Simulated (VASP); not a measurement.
# SrO with PBE: from relaxation to properties, part 4 of 5

Wanted: the relaxed cell of SrO and its properties. The start is a cell from a database of measured crystal structures.

VASP 6.6.1, plane waves and PAW; the level of theory is named at each step.

So far, gap on the k-mesh (eV): step 2 (full relaxation (PBE)) 3.28; step 3 (second relaxation) 3.38; step 6 (density of states (PBE)) 3.32; step 9 (starting orbitals for the hybrid) 3.46.

## 10. Band structure (HSE06)

This step: HSE06; plane waves and PAW (Sr_sv, O) (VASP 6.6.1).

HSE06 mixes in a quarter of exact exchange at short range, at far higher cost; in semiconductors this cures much of the gap error, while metals seldom gain.

The input, INCAR:

```
SYSTEM = SrO
PREC = Accurate
ENCUT = 520
EDIFF = 1E-06
NELM = 100
ISMEAR = 0
SIGMA = 0.05
LREAL = .FALSE.
ALGO = Normal
LHFCALC = .TRUE.
AEXX = 0.25
GGA = PE
HFSCREEN = 0.2
LASPH = .TRUE.
NBANDS = 14
PRECFOCK = Fast
LORBIT = 11
LWAVE = .FALSE.
LCHARG = .FALSE.
KPAR = 2
```

The input, POSCAR:

```
SrO
1.0
    0.0000000000      2.6023968496      2.6023968496
    2.6023968496      0.0000000000      2.6023968496
    2.6023968496      2.6023968496      0.0000000000
Sr O
1 1
Direct
    0.0000000000      0.0000000000      0.0000000000
    0.5000000000      0.5000000000      0.5000000000
```

The input, KPOINTS:

```
Automatic mesh
0
Gamma
5 5 5
0 0 0
```

The input, KPOINTS_OPT:

```
Line mode
6
Line-mode
Reciprocal
  0.00000000   0.00000000   0.00000000 GAMMA
  0.50000000   0.00000000   0.50000000 X

  0.50000000   0.00000000   0.50000000 X
  0.50000000   0.25000000   0.75000000 W

  0.50000000   0.25000000   0.75000000 W
  0.37500000   0.37500000   0.75000000 K

  0.37500000   0.37500000   0.75000000 K
  0.00000000   0.00000000   0.00000000 GAMMA

  0.00000000   0.00000000   0.00000000 GAMMA
  0.50000000   0.50000000   0.50000000 L

  0.50000000   0.50000000   0.50000000 L
  0.62500000   0.25000000   0.62500000 U

  0.62500000   0.25000000   0.62500000 U
  0.50000000   0.25000000   0.75000000 W

  0.50000000   0.25000000   0.75000000 W
  0.50000000   0.50000000   0.50000000 L

  0.50000000   0.50000000   0.50000000 L
  0.37500000   0.37500000   0.75000000 K

  0.62500000   0.25000000   0.62500000 U
  0.50000000   0.00000000   0.50000000 X
```

Potentials, in the order of the species: Sr_sv and O (PBE family, release 64).

The WAVECAR or CHGCAR of an earlier step is read.

Launch:

```console
$ mpirun -np 2 vasp_std
```

The log of the run:

```text
[banner, memory and clock lines left out]
running    2 mpi-ranks, on    1 nodes
 distrk:  each k-point on    1 cores,    2 groups
 distr:  one band on    1 cores,    1 groups

 POSCAR found type information on POSCAR SrO
 POSCAR found :  2 types and       2 ions
 LDA part: xc-table for (Slater+PW92), standard interpolation
 found WAVECAR, reading the header
 POSCAR, INCAR and KPOINTS ok, starting setup
 FFT: planning ... GRIDC
 FFT: planning ... GRID_SOFT
 FFT: planning ... GRID
 reading WAVECAR
 the WAVECAR file was read successfully
 initial charge from wavefunction
 entering main loop
       N       E                     dE             d eps       ncg     rms          rms(c)
DAV:   1    -0.142043777494E+02   -0.14204E+02   -0.23095E-01   286   0.580E+00    0.241E+00
DAV:   2    -0.142002612553E+02    0.41165E-02   -0.23038E-02   352   0.147E+00    0.118E+00
DAV:   3    -0.141998838817E+02    0.37737E-03   -0.34016E-03   310   0.529E-01    0.599E-01
DAV:   4    -0.141993211895E+02    0.56269E-03   -0.65115E-04   334   0.237E-01    0.333E-01
DAV:   5    -0.141992030411E+02    0.11815E-03   -0.27445E-04   328   0.140E-01    0.202E-01
DAV:   6    -0.141991597668E+02    0.43274E-04   -0.24452E-05   440   0.592E-02    0.113E-01
DAV:   7    -0.141991495793E+02    0.10188E-04   -0.10245E-05   338   0.347E-02    0.613E-02
DAV:   8    -0.141991473821E+02    0.21972E-05   -0.39480E-06   368   0.200E-02    0.345E-02
DAV:   9    -0.141991469818E+02    0.40023E-06   -0.11331E-06   206   0.111E-02
   1 F= -.14199147E+02 E0= -.14199147E+02  d E =-.130165E-12
 Start KPOINTS_OPT (optional k-point list driver)
k-point batch [1-10\60]
       N       E                     dE             ncg
DAV:   1    -0.913307847461E+03   -0.52892E+04      280
DAV:   2    -0.181701810926E+04   -0.90371E+03      364
DAV:   3    -0.187984302098E+04   -0.62825E+02      332
DAV:   4    -0.188153859744E+04   -0.16956E+01      428
DAV:   5    -0.188157556252E+04   -0.36965E-01      376
DAV:   6    -0.188157605466E+04   -0.49215E-03      396
DAV:   7    -0.188157606600E+04   -0.11333E-04      314
DAV:   8    -0.188157606621E+04   -0.21160E-06      212
[...]
k-point batch [51-60\60]
       N       E                     dE             ncg
DAV:   1    -0.103489611143E+04   -0.72399E+04      280
DAV:   2    -0.185149499493E+04   -0.81660E+03      346
DAV:   3    -0.190341826599E+04   -0.51923E+02      396
DAV:   4    -0.190484892644E+04   -0.14307E+01      424
DAV:   5    -0.190487969885E+04   -0.30772E-01      428
DAV:   6    -0.190488020784E+04   -0.50899E-03      378
DAV:   7    -0.190488021612E+04   -0.82839E-05      338
DAV:   8    -0.190488021633E+04   -0.20795E-06      272
```

Wall time 14 min (2 MPI ranks of AMD EPYC 7R43, shared host); peak memory 0.47 GiB; 29 min of CPU time.

OUTCAR, selected parts (step 10):

```text
   k-points           NKPTS =     10   k-points in BZ     NKDIM =    125   number of bands    NBANDS=     14

   NELECT =      16.0000    total number of electrons

  exchange ACFDT corr.  =         0.00000000  see jH, gK, PRB 81, 115126

 E-fermi :   0.6644

 k-point     1 :       0.0000    0.0000    0.0000
  band No.  band energies     occupation
    ...
      4     -14.4290      2.00000
      5     -14.4290      2.00000
      6       0.4279      2.00000
      7       0.4279      2.00000
      8       0.4279      2.00000
      9       5.6386      0.00000
     10       8.2287      0.00000
     11       8.2287      0.00000
     12       8.2287      0.00000
     13      10.3995      0.00000
    ...

 POSITION                                       TOTAL-FORCE (eV/Angst)
 -----------------------------------------------------------------------------------
      0.00000      0.00000      0.00000        -0.000000      0.000000      0.000000
      2.60240      2.60240      2.60240         0.000000     -0.000000     -0.000000
 -----------------------------------------------------------------------------------
    total drift:                               -0.000001      0.000000     -0.000000

  FREE ENERGIE OF THE ION-ELECTRON SYSTEM (eV)
  ---------------------------------------------------
  free  energy   TOTEN  =       -14.1991469818 eV

  energy  without entropy=      -14.1991469818  energy(sigma->0) =      -14.19914698

[... 7 parts as in an earlier step ...]

[... 9 further parts left out ...]
```

The k-mesh is coarse for exact exchange; levels may shift by about 0.1 eV on a finer one. The PAW data sets were made with PBE, which is usual practice but a small mismatch for other functionals.

Numbers from this step:

| Quantity | Value |
| --- | --- |
| SCF cycles | 9 |
| free energy (TOTEN) | -14.20 eV |
| Fermi energy | 0.6644 eV |
| least gap on mesh and path | 4.770 eV |
| least direct gap on mesh and path | 4.898 eV |
| conduction bottom at k | 0.5, 0, 0.5 |
| least direct gap at k | 0.5, 0, 0.5 |

Electronic bands along the path, in eV, zero at the valence-band top; v1 is the highest filled band, c1 the lowest empty one:

| point | v3 | v2 | v1 | c1 | c2 | c3 | c4 |
| --- | --- | --- | --- | --- | --- | --- | --- |
| Γ | 0.00 | 0.00 | 0.00 | 5.21 | 7.80 | 7.80 | 7.80 |
| 0.40 of the way | -1.25 | -0.13 | -0.13 | 6.37 | 6.75 | 9.38 | 9.38 |
| X | -0.55 | -0.13 | -0.13 | 4.77 | 9.29 | 11.81 | 11.83 |
| 0.40 of the way | -0.55 | -0.50 | -0.24 | 5.30 | 9.65 | 10.40 | 12.17 |
| W | -1.15 | -0.50 | -0.50 | 7.54 | 7.54 | 10.16 | 12.80 |
| 0.40 of the way | -1.10 | -0.54 | -0.51 | 6.76 | 8.49 | 10.19 | 12.53 |
| K | -0.98 | -0.60 | -0.56 | 6.28 | 9.45 | 10.27 | 11.82 |
| 0.40 of the way | -1.70 | -1.01 | -0.41 | 7.50 | 8.26 | 9.53 | 10.22 |
| Γ | 0.00 | 0.00 | 0.00 | 5.21 | 7.80 | 7.80 | 7.80 |
| 0.40 of the way | -0.93 | -0.43 | -0.43 | 6.77 | 7.54 | 8.57 | 8.57 |
| L | -2.20 | -1.13 | -1.13 | 8.09 | 9.70 | 10.51 | 10.51 |
| 0.60 of the way | -1.56 | -0.89 | -0.78 | 7.48 | 8.71 | 10.83 | 11.02 |
| U | -0.98 | -0.60 | -0.56 | 6.28 | 9.45 | 10.27 | 11.82 |
| 0.60 of the way | -1.10 | -0.54 | -0.51 | 6.76 | 8.49 | 10.19 | 12.53 |
| W | -1.15 | -0.50 | -0.50 | 7.54 | 7.54 | 10.16 | 12.80 |
| 0.60 of the way | -1.78 | -0.97 | -0.91 | 7.98 | 8.51 | 10.89 | 10.96 |
| L | -2.20 | -1.13 | -1.13 | 8.09 | 9.70 | 10.51 | 10.51 |
| 0.40 of the way | -1.87 | -1.01 | -0.95 | 7.95 | 8.78 | 10.73 | 11.00 |
| K | -0.98 | -0.60 | -0.56 | 6.28 | 9.45 | 10.27 | 11.82 |
| jump to U | -0.98 | -0.60 | -0.56 | 6.28 | 9.45 | 10.27 | 11.82 |
| 0.40 of the way | -0.56 | -0.50 | -0.33 | 5.36 | 9.74 | 10.46 | 12.19 |
| X | -0.55 | -0.13 | -0.13 | 4.77 | 9.29 | 11.81 | 11.83 |

Of the projections kept (Sr, O), the largest for each band there; the rest of the weight can lie on other orbitals:

| point | v3 | v2 | v1 | c1 | c2 | c3 | c4 |
| --- | --- | --- | --- | --- | --- | --- | --- |
| Γ | O 0.98 | O 0.98 | O 0.98 | Sr 0.61 | Sr 1.00 | Sr 1.00 | Sr 1.00 |
| X | O 0.85 | O 0.93 | O 0.93 | Sr 1.00 | Sr 0.82 | Sr 1.00 | O 0.57 |
| W | O 0.91 | O 0.87 | O 0.87 | Sr 0.79 | Sr 0.79 | Sr 0.87 | Sr 1.00 |
| K | O 0.88 | O 0.90 | O 0.85 | Sr 0.84 | Sr 0.71 | Sr 0.83 | Sr 1.00 |
| Γ | O 0.98 | O 0.98 | O 0.98 | Sr 0.61 | Sr 1.00 | Sr 1.00 | Sr 1.00 |
| L | O 0.85 | O 0.88 | O 0.88 | Sr 0.54 | Sr 0.86 | Sr 0.87 | Sr 0.87 |

The electronic bands as a text plot (rows in eV, shown from -2.2 to 7.8 only):

```
    7.6 |+                  ++  ++++++++     +    +++      +
    7.2 | ++          +       ++                 +
    6.8 |   +        + +             +        +             +
    6.3 |   +           ++                     ++            +
    5.9 | ++        +           +                             +
    5.5 |    ++    +               ++
    5.1 |+     ++ +              ++                            +
    4.7 |        +                                              +
    4.3 |
    3.8 |
    3.4 |
    3.0 |
    2.6 |
    2.2 |
    1.8 |
    1.3 |
    0.9 |
    0.5 |
    0.1 |***                    ***
   -0.3 |   ************  *******  ***           **           ***
   -0.7 | **   ******* ***    **     ***     ****  ****    ******
   -1.2 |   ***      ***********        ***** ****** ****** **
   -1.6 |                 ****        **     *      *      *
   -2.0 |                               *****        ******
         Γ       X    W  K        Γ      L     U  W     L   K|U X
```

The gap moves by +1.49 eV against PBE, which ran on another mesh.

## 11. Bands along the symmetry lines (TB-mBJ)

This step: TB-mBJ; plane waves and PAW (Sr_sv, O) (VASP 6.6.1).

The mesh alone shows little of the dispersion and can miss band extrema, so KPOINTS_OPT adds a path through the symmetry points after the self-consistent cycle. TB-mBJ is a local potential fitted to gaps: it costs far less than a hybrid but gives no energy.

The input, INCAR:

```
SYSTEM = SrO
PREC = Accurate
ENCUT = 520
EDIFF = 1E-06
NELM = 150
ISMEAR = 0
SIGMA = 0.05
LREAL = .FALSE.
ALGO = Normal
METAGGA = MBJ
LASPH = .TRUE.
NBANDS = 20
LORBIT = 11
LWAVE = .FALSE.
LCHARG = .FALSE.
KPAR = 2
```

POSCAR is that of step 10.

The input, KPOINTS:

```
Automatic mesh
0
Gamma
7 7 7
0 0 0
```

Changes to KPOINTS_OPT since step 10:

```diff
@@ -1,3 +1,3 @@
 Line mode
-6
+16
 Line-mode
```

Launch:

```console
$ mpirun -np 2 vasp_std
```

The log of the run:

```text
[banner, memory and clock lines left out]
running    2 mpi-ranks, on    1 nodes
[...]
|                                                                             |
|               ----> ADVICE to this user running VASP <----                  |
|                                                                             |
|     You enforced a specific xc type in the INCAR file but a different       |
|     [... a line on the potential file left out ...]
|     I HOPE YOU KNOW WHAT YOU ARE DOING!                                     |
|                                                                             |

 LDA part: xc-table for (None), standard interpolation
 POSCAR, INCAR and KPOINTS ok, starting setup
[...]
entering main loop
       N       E                     dE             d eps       ncg     rms          rms(c)
DAV:   1     0.240912597588E+03    0.24091E+03   -0.80529E+03   800   0.779E+02
DAV:   2     0.163589177990E+03   -0.77323E+02   -0.71921E+02  1000   0.188E+02
DAV:   3     0.160178489786E+03   -0.34107E+01   -0.33720E+01  1144   0.314E+01
DAV:   4     0.160135636732E+03   -0.42853E-01   -0.42836E-01   952   0.339E+00
[...]
DAV:   8     0.161597849986E+03    0.19141E+01   -0.21778E+00   872   0.112E+01    0.915E+00
DAV:   9     0.161570984474E+03   -0.26866E-01   -0.12263E+00   884   0.119E+01    0.528E+00
DAV:  10     0.162793518285E+03    0.12225E+01   -0.30167E-01   848   0.639E+00    0.614E+00
[... 130 further cycles ...]
DAV: 141     0.163221200925E+03    0.14271E-03   -0.47574E-09   400   0.882E-04    0.261E-04
DAV: 142     0.163221079733E+03   -0.12119E-03   -0.41121E-09   400   0.793E-04    0.175E-04
DAV: 143     0.163221172854E+03    0.93121E-04   -0.25664E-09   400   0.662E-04    0.181E-04
DAV: 144     0.163221084174E+03   -0.88680E-04   -0.17659E-09   400   0.559E-04    0.135E-04
[...]
DAV: 148     0.163221101007E+03   -0.54012E-04   -0.60864E-10   400   0.326E-04    0.766E-05
DAV: 149     0.163221144310E+03    0.43302E-04   -0.44824E-10   400   0.284E-04    0.872E-05
DAV: 150     0.163221106372E+03   -0.37938E-04   -0.30228E-10   400   0.239E-04
|                                                                             |
|           W    W    AA    RRRRR   N    N  II  N    N   GGGG   !!!           |
|           W    W   A  A   R    R  NN   N  II  NN   N  G    G  !!!           |
|           W    W  A    A  R    R  N N  N  II  N N  N  G       !!!           |
|           W WW W  AAAAAA  RRRRR   N  N N  II  N  N N  G  GGG   !            |
|           WW  WW  A    A  R   R   N   NN  II  N   NN  G    G                |
|           W    W  A    A  R    R  N    N  II  N    N   GGGG   !!!           |
|                                                                             |
|     The electronic self-consistency was not achieved in the given           |
|     number of steps (NELM). The forces and other quantities evaluated       |
|     might not be reliable so examine the results carefully. If you find     |
|     spurious results, we suggest increasing NELM, if you were close to      |
|     convergence or switching to a different ALGO or adjusting the           |
|     density mixing parameters otherwise.                                    |
|                                                                             |

   1 F= 0.16322111E+03 E0= 0.16322111E+03  d E =-.232475E-28
 Start KPOINTS_OPT (optional k-point list driver)
k-point batch [1-20\160]
       N       E                     dE             ncg
DAV:   1    -0.141264526382E+04   -0.89233E+04      800
DAV:   2    -0.303961299046E+04   -0.16270E+04      968
DAV:   3    -0.309854709974E+04   -0.58934E+02     1116
DAV:   4    -0.309963062815E+04   -0.10835E+01     1064
DAV:   5    -0.309963813894E+04   -0.75108E-02     1024
DAV:   6    -0.309963831845E+04   -0.17950E-03     1052
DAV:   7    -0.309963832358E+04   -0.51358E-05      940
DAV:   8    -0.309963832375E+04   -0.16615E-06      716
[...]
k-point batch [141-160\160]
       N       E                     dE             ncg
DAV:   1    -0.149515893149E+04   -0.14151E+05      808
DAV:   2    -0.307578836620E+04   -0.15806E+04     1028
DAV:   3    -0.312927598589E+04   -0.53488E+02     1124
DAV:   4    -0.313042582224E+04   -0.11498E+01      908
DAV:   5    -0.313044807115E+04   -0.22249E-01     1048
DAV:   6    -0.313044880913E+04   -0.73798E-03      916
DAV:   7    -0.313044883494E+04   -0.25814E-04     1000
DAV:   8    -0.313044883582E+04   -0.88041E-06      640
```

Wall time 3.4 min (2 MPI ranks); peak memory 0.27 GiB.

(Continued in part 5 of 5.)

[Lines on the potential files, build, host, timing and source positions are cut from VASP's logs without a mark.]

[Logs are printed without paths, hosts, clocks, repeated set-up lines and the standing remarks that a program may print on its own settings, such as how far it seeks lower states.]

[Hosts, paths, dates, database ids (printed as entryN), source tags and the programs' standing remarks are cut or masked in the printed files.]

[A measured line is paired with the nearest computed mode of its activity, which favours agreement.]
